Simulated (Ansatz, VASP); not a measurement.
# SiHCF (F-SiC-H chair monolayer) in two plane-wave programs, part 2 of 2

One calculation is typed for both programs; each brings its own data sets. How far apart do they land? Of the first pair: The structure shown is the start of the Ansatz relaxation below; VASP solves that cell, so the two are compared at the walk's first step.

VASP 6.6.1 and Ansatz 0.2.0.

So far: The starting structure; Ansatz: relaxation, PBE with D3(BJ); VASP: single point, PBE with D3(BJ), start cell, pair 1.

**4. Comparison**

Known differences besides the potentials themselves: Ansatz cuts the interaction across the vacuum, VASP repeats the sheet with a dipole correction; the cutoff is 420 eV in Ansatz and 520 eV in VASP. Total energies have different zeros and are not compared.

Forces (eV/Å; atoms numbered as in POSCAR):

```tsv
atom	Ansatz x, y, z	VASP x, y, z
H1	0.000, 0.000, -1.076	0.000, 0.000, -1.102
C2	0.000, 0.000, 2.092	0.000, 0.000, 2.113
Si3	0.000, 0.000, 1.431	0.000, 0.000, 1.285
F4	0.000, 0.000, -2.447	0.000, 0.000, -2.296
```

The forces differ by 62 meV/Å r.m.s., which is 6.0 % of the r.m.s. force of 1.025 eV/Å (both taken over all components). With vacuum in the cell, a pressure given here is an average over mostly empty space and none of the material.

**5. Ansatz: relaxation, PBE with D3(BJ)**

This run makes the geometry at which the two programs are then compared.

The structure compared here is the end of the Ansatz relaxation.

The input, input.yaml:

```yaml
crystal:
  lattice:
    - [3.0855, 0.0, 0.0]
    - [-1.54275, 2.6721213834, 0.0]
    - [0.0, 0.0, 37.7733333313]
  atoms:
    - { symbol: H, position: [0.6666666667, 0.3333333333, 0.455347688] }
    - { symbol: C, position: [0.6666666667, 0.3333333333, 0.48367455] }
    - { symbol: Si, position: [0.3333333333, 0.6666666667, 0.5001764914] }
    - { symbol: F, position: [0.3333333333, 0.6666666667, 0.544652312] }
  periodic: [true, true, false]
kpoints:
  mp_grid: { grid: [12, 12, 1] }
hamiltonian:
  xc: pbe
  dispersion: d3bj
scf:
  occupations: { method: fermi_dirac, width: 0.05 }
  convergence: { dr2_threshold: 1.0e-09 }
relax:
  f_tol: 0.004
  max_steps: 90
  cell: {}
output:
  write_potential: true
  write_density: true
  volumetric_format: npy
```

On the command line:

```sh
$ ansatz run input.yaml --threads 2 --pin off --max-ram 3072MiB --backend cpu --events-out ev --progress --plain --runs-dir out
```

Numbers of over 12 decimals in the logs are rounded to 6 here.

Log:

```text
[...]
Crystal: 4 atoms, lattice volume = 311.435 Å³
Basis set: ecut = 420 eV, 6055 PW (Γ), exchange–correlation on 48×48×512 points (8 copies of the dense FFT grid, shifted against one another)
Bands: 12, of which v1, the nominal top of the filled ones, is band 8 counted from 1 (7 counted from 0)
Symmetry: 6 space group operations
[...]
--- Relaxed structure (5 steps of the walk, 5 accepted, 1 SCFs on fresh bases) ---
[...]
cell:  # Å, volume = 317.4678 Å³
    - [3.115242, 0, 0]
    - [-1.557621, 2.697879, 0]
    - [0, 0, 37.7733333313]
  atoms:
    - { symbol: H, position: [0.666667, 0.333333, 0.455986] }
    - { symbol: C, position: [0.666667, 0.333333, 0.485278] }
    - { symbol: Si, position: [0.333333, 0.666667, 0.500156] }
    - { symbol: F, position: [0.333333, 0.666667, 0.542431] }
[key lines of the parts left out:]
SCF converged after 7 iterations
Free energy (F): -1712.921230 eV
Fermi energy:    -4.692291 eV
P = ½ c Tr σ = 0.0418 N/m
```

**6. VASP: single point, PBE with D3(BJ), relaxed cell, pair 2**

The same cell, functional, mesh and smearing now go to VASP, with its own data sets.

The input, INCAR:

```
SYSTEM = SiHCF
PREC = Accurate
ENCUT = 520
EDIFF = 1E-06
NELM = 120
ISMEAR = -1
SIGMA = 0.05
LREAL = .FALSE.
ALGO = Normal
GGA = PE
IVDW = 12
NBANDS = 14
LORBIT = 11
LWAVE = .FALSE.
LCHARG = .FALSE.
ISIF = 2
LDIPOL = .TRUE.
IDIPOL = 3
DIPOL = 0.5 0.5 0.496
LVHAR = .TRUE.
LASPH = .TRUE.
GGA_COMPAT = .FALSE.
EFERMI = MIDGAP
NELMDL = -8
```

The input, POSCAR:

```
SiHCF
1.0
    3.1152423770      0.0000000000      0.0000000000
   -1.5576211885      2.6978790375      0.0000000000
    0.0000000000      0.0000000000     37.7733333313
H C Si F
1 1 1 1
Direct
    0.6666666667      0.3333333333      0.4559861189
    0.6666666667      0.3333333333      0.4852777679
    0.3333333334      0.6666666666      0.5001559881
    0.3333333334      0.6666666666      0.5424311666
```

The input, KPOINTS:

```
Automatic mesh
0
Gamma
12 12 1
0 0 0
```

PAW data sets: H, C, Si and F (PBE family, release 64).

On the command line:

```sh
$ mpirun -np 1 vasp_std
```

Log:

```text
[... set-up lines as in an earlier step ...]
 entering main loop
       N       E                     dE             d eps       ncg     rms          rms(c)
DAV:   1     0.120894009525E+03    0.12089E+03   -0.55277E+03   628   0.764E+02
DAV:   2    -0.102155889131E+02   -0.13111E+03   -0.11839E+03   942   0.169E+02
DAV:   3    -0.267295313218E+02   -0.16514E+02   -0.16397E+02   694   0.760E+01
DAV:   4    -0.271336816467E+02   -0.40415E+00   -0.40251E+00   706   0.136E+01
[...]
DAV:  26    -0.241526764846E+02   -0.22968E-05   -0.53495E-08   440   0.235E-03    0.339E-04
DAV:  27    -0.241526778769E+02   -0.13922E-05   -0.72157E-08   458   0.235E-03    0.343E-04
DAV:  28    -0.241526785160E+02   -0.63911E-06   -0.23642E-08   458   0.173E-03
   1 F= -.24514369E+02 E0= -.24514369E+02  d E =-.556580E-16
```

From OUTCAR (step 6):

```text
 Edisp (eV)   -0.36169

  Total      -0.05535    -0.05535     0.34314    -0.00000    -0.00000     0.00000
  in kB      -0.27932    -0.27932     1.73174    -0.00000    -0.00000     0.00000
  external pressure =        0.39 kB  Pullay stress =        0.00 kB

 POSITION                                       TOTAL-FORCE (eV/Angst)
 -----------------------------------------------------------------------------------
      1.55762      0.89929     17.22412         0.000000      0.000000     -0.029298
      1.55762      0.89929     18.33056         0.000000      0.000000      0.019661
      0.00000      1.79859     18.89256         0.000000     -0.000000     -0.217402
      0.00000      1.79859     20.48943        -0.000000      0.000000      0.227038
 -----------------------------------------------------------------------------------
    total drift:                               -0.000001      0.000000      0.001045

  FREE ENERGIE OF THE ION-ELECTRON SYSTEM (eV)
  ---------------------------------------------------
  free  energy   TOTEN  =       -24.5143685085 eV

  energy  without entropy=      -24.5143685085  energy(sigma->0) =      -24.51436851

[... 1 part as in an earlier step ...]

[... 2 further parts left out ...]
[key lines of the parts left out:]
E-fermi :  -3.5617
```

**7. Differences**

The two programs side by side:

```tsv
quantity	Ansatz	VASP	difference
gap on the k mesh (eV)	3.496	3.499	-0.003
```

Forces (eV/Å; atoms numbered as in POSCAR):

```tsv
atom	Ansatz x, y, z	VASP x, y, z
H1	0.000, 0.000, 0.001	0.000, 0.000, -0.029
C2	0.000, 0.000, 0.001	0.000, 0.000, 0.020
Si3	0.000, 0.000, -0.001	0.000, 0.000, -0.217
F4	0.000, 0.000, -0.001	0.000, 0.000, 0.227
```

The forces differ by 91 meV/Å r.m.s., where the r.m.s. force is 0.001 eV/Å in Ansatz and 0.091 eV/Å in VASP: the atoms lie near their places of rest in Ansatz, so a percentage would say little (all taken over all components). A gap on the mesh is an upper bound, since the band edges may lie between its points. With vacuum in the cell, a pressure given here is an average over mostly empty space and none of the material.

**8. Summary of results**

```yaml
r_m_s_force_difference_single_point_pbe_with_d3_bj_start_cell_pair_1: 6.0 % of the r.m.s. force
r_m_s_force_difference_single_point_pbe_with_d3_bj_relaxed_cell_pair_2: 91 meV/Å
```

In words: The r.m.s. force difference is 91 meV/Å (single point, PBE with D3(BJ), relaxed cell, pair 2), beyond the 12 meV/Å picked in this series as the mark of a large difference. What causes the difference of the single point, PBE with D3(BJ), start cell, pair 1 pair stays open here. What causes the difference of the single point, PBE with D3(BJ), relaxed cell, pair 2 pair stays open here. How closely two codes agree says nothing of how well the functional describes the real material.

[Lines on the potential files, build, host, timing and source positions are cut from VASP's logs without a mark.]

[Logs are printed without paths, hosts, clocks, repeated set-up lines and the standing remarks that a program may print on its own settings, such as how far it seeks lower states.]

[Hosts, paths, dates, database ids (printed as entryN), source tags and the programs' standing remarks are cut or masked in the printed files.]
